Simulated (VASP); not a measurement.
Level of theory: PBE GGA, VASP's PBE PAW potentials (set 64) (plane waves; VASP).

The input files of a VASP run:

**KPOINTS**
```
Automatic mesh
0
Gamma
9 9 9
0 0 0
```

POSCAR:
```
Te2Mo
1.0
  0.0000000000   3.3536250000   3.3536250000
  3.3536250000   0.0000000000   3.3536250000
  3.3536250000   3.3536250000   0.0000000000
Mo Te
1 2
Cart
  0.0000000000   0.0000000000   0.0000000000
  1.6768125000   1.6768125000   1.6768125000
  5.0304375000   5.0304375000   5.0304375000
```

**INCAR**
```
SYSTEM = Te2Mo
PREC = Accurate; ENCUT = 400; LREAL = .FALSE.
LASPH = .TRUE.
EDIFF = 1E-6; NELM = 100; ALGO = Normal
LMAXMIX = 4
ISMEAR = 0; SIGMA = 0.05
GGA = PE
ISIF = 2
LWAVE = .FALSE.; LCHARG = .FALSE.
```

POTCAR, in this order: Mo_sv Te (PBE.64 set). Program: vasp_std.

**Question.** What will the output report for the number of irreducible k-points (NKPTS), number of bands (NBANDS), largest plane-wave count, number of space-group operations, FFT grid (NGX, NGY, NGZ)?

**Answer.** 
```yaml
number of irreducible k-points (NKPTS): 35
number of bands (NBANDS): 17
largest_plane_wave_count: 1387
number_of_space_group_operations: 48
FFT grid (NGX, NGY, NGZ): 32 × 32 × 32
```

The structure was generated: Te2Mo was put into the fluorite type (Fm-3m), which need not be its known phase. The cell was not relaxed at this level. The run is one of a series of settings (KPOINTS 9×9×9 Γ-centred mesh against the base run), some of them coarse on purpose.
